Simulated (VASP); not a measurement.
These are vdW-DF2, VASP's PBE PAW potentials (set 64) (plane waves; VASP) values and carry that method's errors.

VASP input:

**POSCAR**
```
NiSb
1
    2.0547320671    -3.5589005212     0.0000000000
    2.0547320671     3.5589005212     0.0000000000
    0.0000000000     0.0000000000     5.4105541749
Ni Sb
2 2
Direct
  0.0000000000   0.0000000000   0.5000000000
  0.0000000000   0.0000000000   0.0000000000
  0.3333330000   0.6666670000   0.2500000000
  0.6666670000   0.3333330000   0.7500000000
```

File KPOINTS:
```
k-points along high-symmetry lines
10
Line-mode
Reciprocal
  0.000000   0.000000   0.000000 ! GAMMA
 -0.000000   0.500000   0.000000 ! M

 -0.000000   0.500000   0.000000 ! M
 -0.333333   0.666667   0.000000 ! K

 -0.333333   0.666667   0.000000 ! K
  0.000000   0.000000   0.000000 ! GAMMA

  0.000000   0.000000   0.000000 ! GAMMA
  0.000000   0.000000   0.500000 ! A

  0.000000   0.000000   0.500000 ! A
 -0.000000   0.500000   0.500000 ! L

 -0.000000   0.500000   0.500000 ! L
 -0.333333   0.666667   0.500000 ! H

 -0.333333   0.666667   0.500000 ! H
  0.000000   0.000000   0.500000 ! A

 -0.000000   0.500000   0.500000 ! L
 -0.000000   0.500000   0.000000 ! M

 -0.333333   0.666667   0.500000 ! H
 -0.333333   0.666667   0.000000 ! K
```

**INCAR**
```
LUSE_VDW = .TRUE.
LREAL = .FALSE.   # projection in real space or not
ALGO = Normal
ENCUT = 520   # plane-wave cut-off (eV)
ICHARG = 11
ZAB_VDW = -1.8867
LMAXMIX = 4
LWAVE = .FALSE.
ISMEAR = 0   # Gaussian
EDIFF = 1E-7
SIGMA = 0.05
GGA = ML
LCHARG = .FALSE.
AGGAC = 0.0
SYSTEM = NiSb
LASPH = .TRUE.   # aspherical one-centre terms
LORBIT = 11   # lm-projected
PREC = Accurate
NELM = 100   # most electronic steps
```

POTCAR, in this order: Ni Sb (PBE.64 set). Program: vasp_std. Read from the step before: CHGCAR.

Output

### OSZICAR
```
       N       E                     dE             d eps       ncg     rms          rms(c)
DAV:   1     0.173829755992E+03    0.17383E+03   -0.12592E+04  3420   0.158E+03
DAV:   2     0.874977786454E+00   -0.17295E+03   -0.16858E+03  3447   0.315E+02
DAV:   3    -0.782130467264E+01   -0.86963E+01   -0.83179E+01  4007   0.835E+01
DAV:   4    -0.805256986531E+01   -0.23127E+00   -0.23025E+00  3709   0.126E+01
DAV:   5    -0.806003281932E+01   -0.74630E-02   -0.74617E-02  4437   0.239E+00
DAV:   6    -0.806029180190E+01   -0.25898E-03   -0.25898E-03  4350   0.371E-01
DAV:   7    -0.806029765566E+01   -0.58538E-05   -0.58528E-05  4620   0.468E-02
DAV:   8    -0.806029770214E+01   -0.46479E-07   -0.47955E-07  3323   0.434E-03
   1 F= -.80602977E+01 E0= -.80594963E+01  d E =-.160282E-02
```

### OUTCAR
```
 val. band max:        8.3079679361   @ k =  -0.2593   0.6296   0.0000

 cond. band min:       8.3167606960   @ k =  -0.2222   0.6111   0.0000



 k-point     1 :       0.0000    0.0000    0.0000
  band No.  band energies     occupation
      1      -3.6511      2.00000
      2      -0.1809      2.00000
      3       2.8936      2.00000
      4       4.9824      2.00000
      5       4.9824      2.00000
      6       5.6769      2.00000
      7       6.1626      2.00000
      8       6.1626      2.00000
      9       6.4987      2.00000
     10       6.4987      2.00000
     11       7.0883      2.00000
     12       7.0883      2.00000
     13       8.1274      2.00000
     14       8.7808      0.00000
     15       8.7809      0.00000
     16      10.3614      0.00000
     17      10.3614      0.00000
     18      11.4050      0.00000
     19      11.5661      0.00000

 k-point     2 :       0.0000    0.0556    0.0000
  band No.  band energies     occupation
      1      -3.6182      2.00000
      2      -0.1815      2.00000
      3       2.9323      2.00000
      4       4.9791      2.00000
      5       4.9893      2.00000
      6       5.6637      2.00000
      7       6.1384      2.00000
      8       6.1491      2.00000
      9       6.4788      2.00000
     10       6.5045      2.00000
     11       7.0858      2.00000
     12       7.0884      2.00000
     13       8.1190      2.00000
     14       8.4572      0.00006
     15       8.6560      0.00000
     16      10.1801      0.00000
     17      10.4651      0.00000
     18      11.3735      0.00000
     19      11.9054      0.00000

 k-point     3 :       0.0000    0.1111    0.0000
  band No.  band energies     occupation
      1      -3.5198      2.00000
      2      -0.1856      2.00000
      3       3.0480      2.00000
      4       4.9642      2.00000
      5       5.0099      2.00000
      6       5.6112      2.00000
      7       6.0649      2.00000
      8       6.1109      2.00000
...
```

The density is held fixed in this step, so its total energy and stress have no physical meaning. Unless said otherwise, spin-orbit coupling is left out, though it shifts the bands of the heavy elements here.

The compound is NiSb in the NiAs type structure. It was relaxed first, which changed the volume by +15 %. The run is not spin-polarised, so no magnetic state was tried.
